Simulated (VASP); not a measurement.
# KNbI2 (P4/mmm) in VASP: single point with PBE

Aim: the single point of KNbI2 with PBE.

Program: VASP 6.6.1. These are calculated values, not measurements. Logs are shortened: lines on timing, memory, paths and dates and some standing lists are left out, and cuts for length are marked.

### Step 1. The structure

Symmetry: P4/mmm, No. 123, tetragonal system. Conventional cell: a = 3.630 Å, b = 3.630 Å, c = 8.461 Å, α = 90.00°, β = 90.00°, γ = 90.00°. K (site symmetry 4/mmm) has 8 I at 3.61 Å and 4 K at 3.63 Å as nearest neighbours. Nb (site symmetry 4/mmm) has 8 I at 3.08 Å as nearest neighbours. Around I (site symmetry 4mm) lie 4 Nb at 3.08 Å and 1 I at 3.40 Å.

The cell was built by a generator and needn't be a form met in nature.

### Step 2. Single point, PBE

The input, INCAR:

```
SYSTEM = KNbI2
  PREC = Accurate
  ENCUT = 520
  EDIFF = 1E-7
  ISMEAR = 0
  SIGMA = 0.1
  LREAL = .FALSE.
  LASPH = .TRUE.
  NELM = 100
  ALGO = Fast
  ISIF = 2
  LWAVE = .FALSE.
  LCHARG = .FALSE.
  GGA = PE
  NBANDS = 26
```

The input, KPOINTS:

```
Automatic mesh
0
G
  12 12 6
  0 0 0
```

The input, POSCAR:

```
KNbI2
1.0
    3.6302607425      0.0000000000      0.0000000000
    0.0000000000      3.6302607425      0.0000000000
    0.0000000000      0.0000000000      8.4609261058
K Nb I
1 1 2
Direct
    0.0000000000      0.0000000000      0.5000000000
    0.0000000000      0.0000000000      0.0000000000
    0.5000000000      0.5000000000      0.2006464075
    0.5000000000      0.5000000000      0.7993535925
```

Potentials or basis: VASP PAW PBE potentials, release 64 (K_sv, Nb_sv, I).

Command:

```bash
> cat potpaw_PBE.64/K_sv/POTCAR potpaw_PBE.64/Nb_sv/POTCAR potpaw_PBE.64/I/POTCAR > POTCAR
> mpirun -np 1 vasp_std > vasp.out
```

OUTCAR:

```text
SYSTEM = KNbI2
   PREC = Accurate
   ENCUT = 520
   EDIFF = 1E-7
   ISMEAR = 0
   LREAL = .FALSE.
   LASPH = .TRUE.
   NELM = 100
   ISIF = 2
   GGA = PE

 ion  position               nearest neighbor table
   1  0.000  0.000  0.500-   3 3.61   4 3.61   3 3.61   4 3.61   3 3.61   4 3.61   3 3.61   4 3.61

   2  0.000  0.000  0.000-   3 3.08   4 3.08   3 3.08   4 3.08   3 3.08   4 3.08   3 3.08   4 3.08

   3  0.500  0.500  0.201-   2 3.08   2 3.08   2 3.08   2 3.08   4 3.40   1 3.61   1 3.61   1 3.61
                             1 3.61
   4  0.500  0.500  0.799-   2 3.08   2 3.08   2 3.08   2 3.08   3 3.40   1 3.61   1 3.61   1 3.61
                             1 3.61

  LATTYP: Found a simple tetragonal cell.
 ALAT       =     3.6302607425
 C/A-ratio  =     2.3306662265

  Lattice vectors:

 A1 = (   3.6302607425,   0.0000000000,   0.0000000000)
 A2 = (   0.0000000000,   3.6302607425,   0.0000000000)
 A3 = (   0.0000000000,   0.0000000000,   8.4609261058)

Analysis of symmetry for initial positions (statically):
=====================================================================
 Subroutine PRICEL returns:
 Original cell was already a primitive cell.

 Routine SETGRP: Setting up the symmetry group for a
 simple tetragonal supercell.

 Subroutine GETGRP returns: Found 16 space group operations
 (whereof 16 operations were pure point group operations)
 out of a pool of 16 trial point group operations.

The static configuration has the point symmetry D_4h.

Analysis of symmetry for dynamics (positions and initial velocities):
=====================================================================
 Subroutine PRICEL returns:
 Original cell was already a primitive cell.

 Routine SETGRP: Setting up the symmetry group for a
 simple tetragonal supercell.

 Subroutine GETGRP returns: Found 16 space group operations
 (whereof 16 operations were pure point group operations)
 out of a pool of 16 trial point group operations.

The dynamic configuration has the point symmetry D_4h.

 Subroutine INISYM returns: Found 16 space group operations
 (whereof 16 operations are pure point group operations),
 and found     1 'primitive' translations

----------------------------------------------------------------------------------------

                                     Primitive cell

  volume of cell :     111.5048

  direct lattice vectors                    reciprocal lattice vectors
     3.630260742  0.000000000  0.000000000     0.275462307  0.000000000  0.000000000
     0.000000000  3.630260742  0.000000000     0.000000000  0.275462307  0.000000000
     0.000000000  0.000000000  8.460926106     0.000000000  0.000000000  0.118190372

  length of vectors
     3.630260742  3.630260742  8.460926106     0.275462307  0.275462307  0.118190372

  position of ions in fractional coordinates (direct lattice)
     0.000000000  0.000000000  0.500000000
     0.000000000  0.000000000  0.000000000
     0.500000000  0.500000000  0.200646408
     0.500000000  0.500000000  0.799353592

  ion indices of the primitive-cell ions
   primitive index   ion index
                 1           1
                 2           2
                 3           3
                 4           4

----------------------------------------------------------------------------------------

 KPOINTS: Automatic mesh

Automatic generation of k-mesh.
 Grid dimensions read from file:
 generate k-points for:   12   12    6

 Generating k-lattice:

  Cartesian coordinates                     Fractional coordinates (reciprocal lattice)
     0.022955192  0.000000000  0.000000000     0.083333333  0.000000000  0.000000000
     0.000000000  0.022955192  0.000000000     0.000000000  0.083333333  0.000000000
     0.000000000  0.000000000  0.019698395     0.000000000  0.000000000  0.166666667

  Length of vectors
     0.022955192  0.022955192  0.019698395

  Shift w.r.t. Gamma in fractional coordinates (k-lattice)
     0.000000000  0.000000000  0.000000000

 Subroutine IBZKPT returns following result:
 ===========================================

 Found    112 irreducible k-points:

 Following reciprocal coordinates:
            Coordinates               Weight
  0.000000  0.000000  0.000000      1.000000
  0.083333  0.000000  0.000000      4.000000
  0.166667  0.000000  0.000000      4.000000
  0.250000  0.000000  0.000000      4.000000
  0.333333  0.000000  0.000000      4.000000
  0.416667  0.000000  0.000000      4.000000
[... 16 lines left out ...]
  0.333333  0.333333  0.000000      4.000000
  0.416667  0.333333  0.000000      8.000000
 [... further k-points ...]
   k-points           NKPTS =    112   k-points in BZ     NKDIM =    112   number of bands    NBANDS=     26
   number of dos      NEDOS =    301   number of ions     NIONS =      4
   total plane-waves  NPLWV =  50176
   dimension x,y,z NGX =    28 NGY =   28 NGZ =   64
   dimension x,y,z NGXF=    56 NGYF=   56 NGZF=  128
   ions per type =               1   1   2
   NGX,Y,Z   is equivalent  to a cutoff of  12.82, 12.82, 12.58 a.u.
   NGXF,Y,Z  is equivalent  to a cutoff of  25.64, 25.64, 25.15 a.u.
 SYSTEM =  KNbI2
   PREC   = accura    normal or accurate (medium, high low for compatibility)
   ISTART =      0    job   : 0-new  1-cont  2-samecut
   ICHARG =      2    charge: 1-file 2-atom 10-const
   ISPIN  =      1    spin polarized calculation?
   LNONCOLLINEAR =      F non collinear calculations
   LSORBIT =      F    spin-orbit coupling
   LASPH  =      T    aspherical Exc in radial PAW
   ENCUT  =  520.0 eV  38.22 Ry    6.18 a.u.   6.75  6.75 15.73*2*pi/ulx,y,z
   NELM   =    100;   NELMIN=  2; NELMDL= -5     # of ELM steps
   EDIFF  = 0.1E-06   stopping-criterion for ELM
   LREAL  =      F    real-space projection
   EDIFFG = 0.1E-05   stopping-criterion for IOM
   NSW    =      0    number of steps for IOM
   IBRION =     -1    ionic relax: 0-MD 1-quasi-New 2-CG
   NFREE  =      0    steps in history (QN), initial steepest desc. (CG)
   ISIF   =      2    stress and relaxation
   ISYM   =      2    0-nonsym 1-usesym 2-fastsym
   POTIM  = 0.5000    time-step for ionic-motion
   TEBEG  =    0.0;   TEEND  =   0.0 temperature during run
   PSTRESS=    0.0 pullay stress
   NELECT =      36.0000    total number of electrons
   NUPDOWN=      -1.0000    fix difference up-down
   EMIN   =  10.00;   EMAX   =-10.00  energy-range for DOS
   EFERMI =   0.00;   METHOD = LEGACY
   ISMEAR =     0;   SIGMA  =   0.10  broadening in eV -4-tet -1-fermi 0-gaus
   EFERMI_NEDOS =   21; number of points for ismear=-14 and -15
   IALGO  =     68    algorithm
   IMIX   =      4    mixing-type and parameters
     AMIX     =   0.40;   BMIX     =  1.00
     AMIX_MAG =   1.60;   BMIX_MAG =  1.00
  volume/ion in A,a.u.               =      27.88       188.12
  Fermi-wavevector in a.u.,A,eV,Ry     =   1.123081  2.122316 17.161183  1.261311
  Thomas-Fermi vector in A             =   2.259745
   LORBIT       =      0    0 simple, 1 ext, 2 COOP (PROOUT), +10 PAW based schemes
   GGA     = PE    functional components
   LHFCALC =     F    Hartree Fock is set to
   AEXX    =    0.0000 exact exchange contribution
   IVDW    =     0    specifies the selected vdW correction
   LEPSILON=     F    determine dielectric tensor
   LRPA    =     F    only Hartree local field effects (RPA)
 non-spin polarized calculation
 RMM-DIIS sequential band-by-band and
 Gauss-broadening in eV      SIGMA  =   0.10
  energy-cutoff  :      520.00
  volume of cell :      111.50
 maximum number of plane-waves:      3068
 NGX is ok and might be reduce to    28
   NGX = 13   NGY = 13   NGZ = 31

 number of electron      35.9999999 magnetization

 Free energy of the ion-electron system (eV)
  ---------------------------------------------------
  ext. energy  EPLUGINS =         0.00000000
  ---------------------------------------------------
  free energy    TOTEN  =       -14.12854539 eV

  energy without entropy =      -14.10191544  energy(sigma->0) =      -14.11523042

 E-fermi :   7.9254     XC(G=0):  -9.6510

 val. band max:        7.9213512834   @ k =   0.3333   0.1667   0.1667
 cond. band min:       7.9272816871   @ k =   0.4167   0.3333   0.1667
 fundamental gap:      0.0059304037
 Fermi energy:         7.9254048322

 k-point     1 :       0.0000    0.0000    0.0000
  band No.  band energies     occupation
      1     -47.8743      2.00000
      2     -24.7944      2.00000
      3     -23.9809      2.00000
      4     -23.9809      2.00000
      5     -23.8656      2.00000
      6      -8.4497      2.00000
[... 18 lines left out ...]
     25      10.8676      0.00000
     26      11.5620      0.00000

 k-point     2 :       0.0833    0.0000    0.0000
  band No.  band energies     occupation
      1     -47.8739      2.00000
      2     -24.7921      2.00000
      3     -23.9880      2.00000
      4     -23.9803      2.00000
      5     -23.8647      2.00000
      6      -8.4327      2.00000
[... 18 lines left out ...]
     25      11.2094      0.00000
     26      11.9342      0.00000

 k-point     3 :       0.1667    0.0000    0.0000
  band No.  band energies     occupation
      1     -47.8729      2.00000
      2     -24.7856      2.00000
      3     -24.0073      2.00000
      4     -23.9785      2.00000
      5     -23.8620      2.00000
      6      -8.3862      2.00000
[... 18 lines left out ...]
     25      11.5686      0.00000
     26      12.1024      0.00000

 k-point     4 :       0.2500    0.0000    0.0000
  band No.  band energies     occupation
      1     -47.8715      2.00000
      2     -24.7767      2.00000
      3     -24.0334      2.00000
      4     -23.9761      2.00000
      5     -23.8584      2.00000
      6      -8.4425      2.00000
[... 18 lines left out ...]
     25      11.8197      0.00000
     26      11.9120      0.00000
[... 496 lines left out ...]
      1     -47.8661      2.00000
      2     -24.7419      2.00000
      3     -24.0765      2.00000
      4     -24.0197      2.00000
      5     -23.8452      2.00000
      6      -8.5755      2.00000
[... 18 lines left out ...]
     25      10.8699      0.00000
     26      12.1138      0.00000

 k-point    23 :       0.3333    0.3333    0.0000
  band No.  band energies     occupation
      1     -47.8661      2.00000
      2     -24.7420      2.00000
      3     -24.0493      2.00000
      4     -24.0461      2.00000
      5     -23.8454      2.00000
      6      -8.4669      2.00000
[... 18 lines left out ...]
     25      11.1446      0.00000
     26      11.2208      0.00000

 k-point    24 :       0.4167    0.3333    0.0000
  band No.  band energies     occupation
      1     -47.8652      2.00000
      2     -24.7357      2.00000
      3     -24.0656      2.00000
      4     -24.0448      2.00000
      5     -23.8432      2.00000
      6      -8.5167      2.00000
[... 18 lines left out ...]
     25      10.7008      0.00000
     26      11.5071      0.00000

 [... further k-points ...]

------------------------ aborting loop because EDIFF is reached ----------------------------------------

  FORCE on cell =-STRESS in cart. coord.  units (eV):
  Direction    XX          YY          ZZ          XY          YZ          ZX
  --------------------------------------------------------------------------------------
  -------------------------------------------------------------------------------------
  Total       -0.0399201     -0.0399201      0.0018340      0.0000000     -0.0000000      0.0000000
  in kB       -0.5735993     -0.5735993      0.0263523      0.0000000     -0.0000000      0.0000000
  external PRESSURE =      -0.3736154 kB  Pullay stress =       0.0000000 kB

 VOLUME and BASIS-vectors are now :
 -----------------------------------------------------------------------------
  energy-cutoff  :      520.00
  volume of cell :      111.50
      direct lattice vectors                 reciprocal lattice vectors
     3.630260742  0.000000000  0.000000000     0.275462307  0.000000000  0.000000000
     0.000000000  3.630260742  0.000000000     0.000000000  0.275462307  0.000000000
     0.000000000  0.000000000  8.460926106     0.000000000  0.000000000  0.118190372

 POSITION                                       TOTAL-FORCE (eV/Angst)
 -----------------------------------------------------------------------------------
      0.00000      0.00000      4.23046         0.000000      0.000000      0.000000
      0.00000      0.00000      0.00000         0.000000      0.000000      0.000000
      1.81513      1.81513      1.69765        -0.000000     -0.000000     -0.019003
      1.81513      1.81513      6.76327         0.000000     -0.000000      0.019003
 -----------------------------------------------------------------------------------
    total drift:                               -0.000000      0.000000     -0.000000

  FREE ENERGIE OF THE ION-ELECTRON SYSTEM (eV)
  ---------------------------------------------------
  free  energy   TOTEN  =       -14.1285453875 eV

  energy  without entropy=      -14.1019154441  energy(sigma->0) =      -14.11523042
```

Run time: 13 min. Hardware: 1 thread of Intel Xeon Platinum 8488C (Sapphire Rapids), shared host; peak memory 0.46 GiB.

Results:

```
Free energy            : -14.1285 eV
Pressure               : 0.0 GPa
Largest force          : 0.019 eV/Å
Band gap on the k mesh : none (metal or under the smearing width)
```

Forces in eV/Å, atoms in the order of the input:
```
K    0.000  0.000  0.000
Nb   0.000  0.000  0.000
I    0.000  0.000 -0.019
I    0.000  0.000  0.019
```

Spin-orbit coupling is left out, which matters for the levels of I.
